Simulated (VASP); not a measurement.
Output of a VASP run:

OSZICAR:
```
       N       E                     dE             d eps       ncg     rms          rms(c)
DAV:   1    -0.342721094225E+01   -0.34272E+01   -0.26549E+03  2352   0.616E+02
DAV:   2    -0.146509937921E+02   -0.11224E+02   -0.10957E+02  3143   0.764E+01
DAV:   3    -0.148295760259E+02   -0.17858E+00   -0.17818E+00  2730   0.106E+01
DAV:   4    -0.148297478012E+02   -0.17178E-03   -0.17241E-03  3857   0.382E-01
DAV:   5    -0.148297478305E+02   -0.29280E-07   -0.28955E-07  2751   0.328E-03    0.320E+00
DAV:   6    -0.133821113615E+02    0.14476E+01   -0.27508E-01  2884   0.474E+00    0.185E+00
DAV:   7    -0.139322206712E+02   -0.55011E+00   -0.19029E-01  2576   0.434E+00    0.521E-01
DAV:   8    -0.135806656610E+02    0.35156E+00   -0.18964E-01  2814   0.396E+00    0.109E-01
DAV:   9    -0.135860479329E+02   -0.53823E-02   -0.11069E-03  3269   0.398E-01    0.593E-02
DAV:  10    -0.135894824055E+02   -0.34345E-02   -0.87544E-04  2569   0.401E-01    0.980E-02
DAV:  11    -0.135909217999E+02   -0.14394E-02   -0.50637E-04  2576   0.244E-01    0.416E-02
DAV:  12    -0.135909463595E+02   -0.24560E-04   -0.17534E-05  3255   0.585E-02    0.263E-02
DAV:  13    -0.135909198320E+02    0.26527E-04   -0.57486E-06  2884   0.249E-02    0.869E-03
DAV:  14    -0.135909525132E+02   -0.32681E-04   -0.18632E-05  2548   0.506E-02    0.667E-03
DAV:  15    -0.135909526073E+02   -0.94114E-07   -0.12577E-06  2688   0.124E-02    0.882E-04
DAV:  16    -0.135909526585E+02   -0.51162E-07   -0.18324E-08  2107   0.184E-03
   1 F= -.13590953E+02 E0= -.13590953E+02  d E =0.000000E+00
       N       E                     dE             ncg
```

File OUTCAR:
```
------------------------ aborting loop because EDIFF is reached ----------------------------------------
  FORCE on cell =-STRESS in cart. coord.  units (eV):
  Direction    XX          YY          ZZ          XY          YZ          ZX
  --------------------------------------------------------------------------------------
  Total        0.0304049      0.0304049      0.0304049      0.0000000     -0.0000000     -0.0000000
  in kB        2.4137438      2.4137438      2.4137438      0.0000000     -0.0000000     -0.0000000
  external PRESSURE =       2.4137438 kB  Pullay stress =       0.0000000 kB
  volume of cell :       20.18
      direct lattice vectors                 reciprocal lattice vectors
    -1.715144688  1.715144688  1.715144688     0.000000000  0.291520595  0.291520595
     1.715144688 -1.715144688  1.715144688     0.291520595  0.000000000  0.291520595
     1.715144688  1.715144688 -1.715144688     0.291520595  0.291520595  0.000000000
 POSITION                                       TOTAL-FORCE (eV/Angst)
 -----------------------------------------------------------------------------------
      0.00000      0.00000      0.00000         0.000000      0.000000      0.000000
 -----------------------------------------------------------------------------------
    total drift:                                0.000000      0.000000      0.000000
  FREE ENERGIE OF THE ION-ELECTRON SYSTEM (eV)
  ---------------------------------------------------
  free  energy   TOTEN  =       -13.5909526585 eV

  energy  without entropy=      -13.5909526585  energy(sigma->0) =      -13.59095266

 total charge

# of ion       s       p       d       tot
------------------------------------------
    1        1.542   2.077   0.050   3.669
```
(Selected blocks of OUTCAR.)

File POSCAR:
```
Se
1
   -1.7151446875     1.7151446875     1.7151446875
    1.7151446875    -1.7151446875     1.7151446875
    1.7151446875     1.7151446875    -1.7151446875
Se
1
Direct
  0.0000000000   0.0000000000   0.0000000000
```

**Question.** Write an INCAR and KPOINTS that could have produced this output.

**Answer.** This is not unique; one that fits is the input of the run itself, r2SCAN meta-GGA, plane waves, VASP's PBE PAW potentials (set 64).

### KPOINTS
```
Automatic mesh
0
Gamma
17 17 17
0 0 0
```

INCAR:
```
SYSTEM = Se
PREC = Accurate; ENCUT = 400; LREAL = .FALSE.
LASPH = .TRUE.
EDIFF = 1E-7; NELM = 100; ALGO = Normal
LMAXMIX = 4; LMIXTAU = .TRUE.
ISMEAR = -5
METAGGA = R2SCAN
ISIF = 2
LWAVE = .FALSE.; LCHARG = .FALSE.; LORBIT = 11
NEDOS = 601
```

KPOINTS_OPT:
```
k-points along high-symmetry lines
10
Line-mode
Reciprocal
  0.000000   0.000000   0.000000 ! GAMMA
  0.500000  -0.500000   0.500000 ! H

  0.500000  -0.500000   0.500000 ! H
  0.000000   0.000000   0.500000 ! N

  0.000000   0.000000   0.500000 ! N
  0.000000   0.000000   0.000000 ! GAMMA

  0.000000   0.000000   0.000000 ! GAMMA
  0.250000   0.250000   0.250000 ! P

  0.250000   0.250000   0.250000 ! P
  0.500000  -0.500000   0.500000 ! H

  0.250000   0.250000   0.250000 ! P
  0.000000   0.000000   0.500000 ! N
```

POTCAR, in this order: Se (PBE.64 set). Program: vasp_std.

For a metal the tetrahedron method with Blöchl corrections gives inexact stress and forces.

The structure was generated: Se was put into the bcc type (Im-3m), which need not be its known phase. It was relaxed first.
